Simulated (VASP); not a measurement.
AlCd, 2 atoms in the cell. The structure is trigonal, space group R-3m (No. 166). The conventional cell has a = 3.789 Å, b = 3.789 Å, c = 9.433 Å, α = 90.00°, β = 90.00°, γ = 120.00°. Around Al (site symmetry -3m) lie 6 Cd at 2.69 Å. Around Cd (site symmetry -3m) lie 6 Al at 2.69 Å. The cell was built by a generator and needn't be a form met in nature.

* Program: VASP 6.6.1
* Task: single point
* Functional: PBE
* Potentials or basis: VASP PAW PBE potentials, release 64 (Al, Cd)
* Cutoff: 520 eV
* k mesh: 9 × 9 × 9
* Occupations: fermi-dirac, width 0.05 eV
* Spin: no spin polarisation
* Further INCAR settings: ALGO = Normal; EDIFF = 1e-07; NBANDS = 14

Potentials or basis: VASP PAW PBE potentials, release 64 (Al, Cd).

Launch:

```bash
$ cat potpaw_PBE.64/Al/POTCAR potpaw_PBE.64/Cd/POTCAR > POTCAR
$ mpirun -np 1 vasp_std > vasp.out
```

Hardware: 1 thread of AMD EPYC 9R14 (Zen 4), on a shared host.

Question: Estimate the wall time of this run.

Answer: Run time: 26 s on 1 thread of AMD EPYC 9R14 (Zen 4) (shared host), peak memory 0.15 GiB. Counts: scf iterations 13, k points 85.
